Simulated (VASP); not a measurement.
Level of theory: TPSS meta-GGA, VASP's PBE PAW potentials (set 64) (plane waves; VASP).

A VASP calculation is set up with these files.

**POSCAR**
```
Rb
1
   -2.8250000000     2.8250000000     2.8250000000
    2.8250000000    -2.8250000000     2.8250000000
    2.8250000000     2.8250000000    -2.8250000000
Rb
1
Direct
  0.0000000000   0.0000000000   0.0000000000
```

**KPOINTS**
```
Automatic mesh
0
gamma
  8 8 8
```

**INCAR**
```
! general
SYSTEM  = Rb
PREC    = Accurate
ENCUT   = 520   ! plane-wave cut-off (eV)
LREAL   = .False.   ! projection in real space or not
LASPH   = .True.

! electronic loop
EDIFF   = 1E-6   ! SCF stop (eV)
NELM    = 100
ALGO    = Normal
LMAXMIX = 4   ! l cut-off of mixed one-centre charges
LMIXTAU = .True.

! smearing
ISMEAR  = 1
SIGMA   = 0.1

! functional
METAGGA = TPSS

! ions
IBRION  = 2   ! conjugate gradients
NSW     = 60   ! most ionic steps
ISIF    = 3   ! ions, shape and volume
EDIFFG  = -0.01   ! ionic stop

! output
LWAVE   = .False.
LCHARG  = .False.
```

POTCAR, in this order: Rb_sv (PBE.64 set). Program: vasp_std.

Output of the run:

File OSZICAR:
```
       N       E                     dE             d eps       ncg     rms          rms(c)
DAV:   1     0.434435968660E+02    0.43444E+02   -0.33714E+03   464   0.829E+02
DAV:   2    -0.241397283778E+01   -0.45858E+02   -0.45627E+02   520   0.138E+02
DAV:   3    -0.437526882412E+01   -0.19613E+01   -0.19611E+01   552   0.349E+01
DAV:   4    -0.440029661295E+01   -0.25028E-01   -0.25024E-01   752   0.407E+00
DAV:   5    -0.440049145202E+01   -0.19484E-03   -0.19484E-03   640   0.227E-01    0.283E+00
DAV:   6    -0.973722228301E+01   -0.53367E+01   -0.11595E+01   696   0.359E+01    0.126E+00
DAV:   7    -0.960332900068E+01    0.13389E+00   -0.13942E-01   720   0.358E+00    0.871E-01
DAV:   8    -0.966318479536E+01   -0.59856E-01   -0.70624E-02   640   0.263E+00    0.349E-01
DAV:   9    -0.958496319994E+01    0.78222E-01   -0.46997E-02   512   0.287E+00    0.163E-01
DAV:  10    -0.957273931015E+01    0.12224E-01   -0.13336E+02   464   0.523E+03    0.143E-01
DAV:  11    -0.679799632131E+03   -0.67023E+03   -0.66439E+03   912   0.350E+00    0.329E+01
DAV:  12    -0.958450388733E+01    0.67022E+03   -0.42651E+03   464   0.418E+02    0.131E-01
DAV:  13    -0.965078280239E+01   -0.66279E-01   -0.27197E-02   520   0.138E+00    0.446E-02
DAV:  14    -0.959945001672E+01    0.51333E-01   -0.19749E-02   600   0.911E-01    0.297E-02
DAV:  15    -0.958750653149E+01    0.11943E-01   -0.30708E-03   536   0.720E-01    0.416E-02
DAV:  16    -0.958586161075E+01    0.16449E-02   -0.65109E-04   592   0.193E-01    0.398E-02
DAV:  17    -0.958593976630E+01   -0.78156E-04   -0.40712E-05   656   0.633E-02    0.372E-02
DAV:  18    -0.958581934383E+01    0.12042E-03   -0.57670E-05   592   0.796E-02    0.386E-02
DAV:  19    -0.958581454679E+01    0.47970E-05   -0.13609E-05   560   0.512E-02    0.422E-02
DAV:  20    -0.958576284060E+01    0.51706E-04   -0.36976E-06   568   0.259E-02    0.426E-02
DAV:  21    -0.958576338685E+01   -0.54625E-06   -0.20059E-07   568   0.560E-03
   1 F= -.95857634E+01 E0= -.95852755E+01  d E =-.958576E+01
       N       E                     dE             d eps       ncg     rms          rms(c)
DAV:   1    -0.960102866809E+01   -0.15266E-01   -0.37325E-01   472   0.458E+00    0.562E-01
DAV:   2    -0.959052878204E+01    0.10500E-01   -0.33472E-02   480   0.158E+00    0.290E-01
DAV:   3    -0.958744093664E+01    0.30878E-02   -0.19936E-02   696   0.959E-01    0.612E-02
DAV:   4    -0.958744991244E+01   -0.89758E-05   -0.84136E-04   496   0.376E-01    0.387E-02
DAV:   5    -0.958731209490E+01    0.13782E-03   -0.90911E-04   464   0.301E-01    0.281E-02
DAV:   6    -0.958758518220E+01   -0.27309E-03   -0.84339E-04   464   0.319E-01    0.190E-02
DAV:   7    -0.958783333277E+01   -0.24815E-03   -0.12825E-04   528   0.134E-01    0.502E-03
DAV:   8    -0.958784439951E+01   -0.11067E-04   -0.63836E-05   464   0.807E-02    0.252E-03
DAV:   9    -0.958787531822E+01   -0.30919E-04   -0.10409E-05   544   0.397E-02    0.109E-03
DAV:  10    -0.958787488995E+01    0.42827E-06   -0.23977E-07   672   0.579E-03
   2 F= -.95878749E+01 E0= -.95873950E+01  d E =-.211150E-02
       N       E                     dE             d eps       ncg     rms          rms(c)
DAV:   1    -0.961987888537E+01   -0.32004E-01   -0.84544E-01   472   0.689E+00    0.843E-01
DAV:   2    -0.959574134754E+01    0.24138E-01   -0.72825E-02   520   0.232E+00    0.439E-01
DAV:   3    -0.958819990767E+01    0.75414E-02   -0.47196E-02   696   0.146E+00    0.968E-02
DAV:   4    -0.958773662868E+01    0.46328E-03   -0.22736E-03   464   0.595E-01    0.578E-02
DAV:   5    -0.958826730313E+01   -0.53067E-03   -0.21477E-03   464   0.415E-01    0.442E-02
DAV:   6    -0.958890973750E+01   -0.64243E-03   -0.12884E-03   464   0.369E-01    0.252E-02
DAV:   7    -0.958903355658E+01   -0.12382E-03   -0.19118E-04   520   0.153E-01    0.830E-03
DAV:   8    -0.958911484845E+01   -0.81292E-04   -0.16665E-04   464   0.133E-01    0.446E-03
DAV:   9    -0.958916552636E+01   -0.50678E-04   -0.26260E-05   464   0.659E-02    0.119E-03
DAV:  10    -0.958916516691E+01    0.35945E-06   -0.46005E-07   712   0.587E-03
   3 F= -.95891652E+01 E0= -.95886926E+01  d E =-.340178E-02
       N       E                     dE             d eps       ncg     rms          rms(c)
DAV:   1    -0.970493067227E+01   -0.11577E+00   -0.32491E+00   472   0.135E+01    0.164E+00
DAV:   2    -0.961528144592E+01    0.89649E-01   -0.28448E-01   584   0.449E+00    0.880E-01
DAV:   3    -0.958154066624E+01    0.33741E-01   -0.19527E-01   696   0.297E+00    0.212E-01
DAV:   4    -0.955497848086E+01    0.26562E-01   -0.25300E+02   464   0.951E+03    0.123E-01
DAV:   5    -0.227938732600E+04   -0.22698E+04   -0.22626E+04   912   0.346E+00    0.201E+02
DAV:   6    -0.872064082339E+01    0.22707E+04   -0.77381E+03   464   0.541E+02    0.281E-01
DAV:   7    -0.878291975659E+01   -0.62279E-01   -0.41051E-02   568   0.298E+00    0.371E-01
DAV:   8    -0.958816578141E+01   -0.80525E+00   -0.27942E-01   560   0.348E+00    0.290E-01
DAV:   9    -0.958683933998E+01    0.13264E-02   -0.37327E-01   568   0.325E+00    0.172E-01
DAV:  10    -0.957893887057E+01    0.79005E-02   -0.12537E-02   520   0.176E+00    0.172E-01
DAV:  11    -0.958405084429E+01   -0.51120E-02   -0.62164E-03   520   0.967E-01    0.158E-01
DAV:  12    -0.957809596282E+01    0.59549E-02   -0.12255E+02   464   0.457E+03    0.110E-01
DAV:  13    -0.958620016883E+01   -0.81042E-02   -0.98030E-02   464   0.366E+00    0.885E-02
DAV:  14    -0.958851635525E+01   -0.23162E-02   -0.16003E-03   552   0.573E-01    0.855E-02
DAV:  15    -0.958855649118E+01   -0.40136E-04   -0.10219E-05   720   0.311E-02    0.865E-02
DAV:  16    -0.958864561886E+01   -0.89128E-04   -0.87411E-05   512   0.110E-01    0.840E-02
DAV:  17    -0.958843894018E+01    0.20668E-03   -0.12633E-04   496   0.106E-01    0.795E-02
DAV:  18    -0.958844128825E+01   -0.23481E-05   -0.15410E-05   704   0.382E-02    0.788E-02
DAV:  19    -0.958821930833E+01    0.22198E-03   -0.24593E-05   496   0.542E-02    0.800E-02
DAV:  20    -0.958826831839E+01   -0.49010E-04   -0.20912E-06   624   0.161E-02    0.807E-02
DAV:  21    -0.958823952417E+01    0.28794E-04   -0.24219E-06   488   0.179E-02    0.806E-02
DAV:  22    -0.958827742025E+01   -0.37896E-04   -0.97832E-07   512   0.124E-02    0.804E-02
DAV:  23    -0.958827009804E+01    0.73222E-05   -0.10652E-07   408   0.391E-03    0.805E-02
DAV:  24    -0.958827045414E+01   -0.35610E-06   -0.38700E-09   280   0.612E-04
   4 F= -.95882705E+01 E0= -.95878040E+01  d E =-.250707E-02
       N       E                     dE             d eps       ncg     rms          rms(c)
DAV:   1    -0.961824193074E+01   -0.29972E-01   -0.78407E-01   472   0.664E+00    0.828E-01
DAV:   2    -0.959473539361E+01    0.23507E-01   -0.63812E-02   480   0.225E+00    0.409E-01
DAV:   3    -0.958878402522E+01    0.59514E-02   -0.39464E-02   696   0.132E+00    0.794E-02
DAV:   4    -0.958876225217E+01    0.21773E-04   -0.12605E-03   512   0.479E-01    0.522E-02
DAV:   5    -0.958891393335E+01   -0.15168E-03   -0.97731E-04   464   0.286E-01    0.317E-02
DAV:   6    -0.958842595886E+01    0.48797E-03   -0.22081E-03   464   0.519E-01    0.193E-02
DAV:   7    -0.958926637274E+01   -0.84041E-03   -0.49415E-04   464   0.271E-01    0.713E-03
DAV:   8    -0.958940787326E+01   -0.14150E-03   -0.10402E-04   464   0.937E-02    0.201E-03
DAV:   9    -0.958941994691E+01   -0.12074E-04   -0.17667E-05   496   0.520E-02    0.158E-03
DAV:  10    -0.958942837241E+01   -0.84255E-05   -0.47272E-06   488   0.208E-02    0.427E-04
DAV:  11    -0.958942871493E+01   -0.34252E-06   -0.47830E-07   632   0.721E-03
   5 F= -.95894287E+01 E0= -.95889616E+01  d E =-.366533E-02
```

### OUTCAR
```
------------------------ aborting loop because EDIFF is reached ----------------------------------------
  FORCE on cell =-STRESS in cart. coord.  units (eV):
  Direction    XX          YY          ZZ          XY          YZ          ZX
  --------------------------------------------------------------------------------------
  Total       -0.0097031     -0.0097031     -0.0097031     -0.0000000     -0.0000000     -0.0000000
  in kB       -0.1609298     -0.1609298     -0.1609298     -0.0000000     -0.0000000     -0.0000000
  external PRESSURE =      -0.1609298 kB  Pullay stress =       0.0000000 kB
  volume of cell :       96.60
      direct lattice vectors                 reciprocal lattice vectors
    -2.890513719  2.890513719  2.890513719     0.000000000  0.172979632  0.172979632
     2.890513719 -2.890513719  2.890513719     0.172979632  0.000000000  0.172979632
     2.890513719  2.890513719 -2.890513719     0.172979632  0.172979632  0.000000000
 POSITION                                       TOTAL-FORCE (eV/Angst)
 -----------------------------------------------------------------------------------
      0.00000      0.00000      0.00000         0.000000      0.000000      0.000000
 -----------------------------------------------------------------------------------
    total drift:                               -0.000000      0.000000      0.000000
  FREE ENERGIE OF THE ION-ELECTRON SYSTEM (eV)
  ---------------------------------------------------
  free  energy   TOTEN  =        -9.5894287149 eV

  energy  without entropy=       -9.5880274501  energy(sigma->0) =       -9.58896163

 reached required accuracy - stopping structural energy minimisation
```
(Selected blocks of OUTCAR.)

CONTCAR:
```
Rb
   1.00000000000000
    -2.8905137187596508    2.8905137187596508    2.8905137187596508
     2.8905137187596508   -2.8905137187596508    2.8905137187596508
     2.8905137187596508    2.8905137187596508   -2.8905137187596508
  Rb
     1
Direct
     0.0000000000000000    0.0000000000000000    0.0000000000000000
```

Energy and stress use the plane-wave basis of the starting cell.

The compound is Rb in the bcc structure. This run relaxes it. Symmetry was kept, so distortions that lower it aren't found.
